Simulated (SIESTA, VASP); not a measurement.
VASP ran on this input.

File KPOINTS:
```
Automatic mesh
0
Gamma
9 9 8
0 0 0
```

**INCAR**
```
SYSTEM = CdPd
PREC = Accurate; ENCUT = 300; LREAL = .FALSE.
LASPH = .TRUE.
EDIFF = 1E-6; NELM = 100; ALGO = Normal
LMAXMIX = 4
ISMEAR = -1; SIGMA = 0.1
GGA = PS
ISIF = 2
LWAVE = .FALSE.; LCHARG = .FALSE.
```

**POSCAR**
```
CdPd
1
    3.0372600000     0.0000000000     0.0000000000
    0.0000000000     3.0372600000     0.0000000000
    0.0000000000     0.0000000000     3.6934900000
Cd Pd
1 1
Direct
 -0.0108960000   0.0084010000  -0.0004200000
  0.5108960000   0.4915990000   0.5004200000
```

POTCAR, in this order: Cd Pd (PBE.64 set). Program: vasp_std.

Question: Translate it to SIESTA.

Answer: One input that does it (GGA PBEsol, numerical atomic orbitals DZP, PseudoDojo PBEsol standard norm-conserving potentials (rewritten from UPF to PSML)):
```
# files in the folder: Cd.psml Pd.psml (PseudoDojo PBEsol standard)
SystemName  CdPd
SystemLabel cdpd

NumberOfAtoms                2
NumberOfSpecies              2
%block ChemicalSpeciesLabel
  1 48 Cd
  2 46 Pd
%endblock ChemicalSpeciesLabel
LatticeConstant              1.0 Ang
%block LatticeVectors
     3.037260000    0.000000000    0.000000000
     0.000000000    3.037260000    0.000000000
     0.000000000    0.000000000    3.693490000
%endblock LatticeVectors
AtomicCoordinatesFormat      Fractional
%block AtomicCoordinatesAndAtomicSpecies
    -0.010896000    0.008401000   -0.000420000  1
     0.510896000    0.491599000    0.500420000  2
%endblock AtomicCoordinatesAndAtomicSpecies

XC.functional                GGA
XC.authors                   PBEsol
PAO.BasisSize                DZP
PAO.EnergyShift              0.01 Ry
MeshCutoff                   350 Ry
%block kgrid.MonkhorstPack
    9   0   0  0.0
    0   9   0  0.0
    0   0   8  0.0
%endblock kgrid.MonkhorstPack
OccupationFunction           FD
ElectronicTemperature        1160.45 K

MaxSCFIterations             150
SCF.Mixer.Method             Pulay
SCF.Mixer.Weight             0.2
SCF.Mixer.History            6
SCF.DM.Tolerance             1.0E-05
Diag.ParallelOverK           true
WriteForces                  true
Charge.Mulliken              end
```
The two runs describe the same crystal, functional and task. Each code takes its own potentials, basis and convergence tests.

The structure comes from a computed database's CdPd entry; how it stands against other phases isn't given here. The cell was not relaxed at this level, atoms are displaced from their ideal sites, and it may have been scaled.
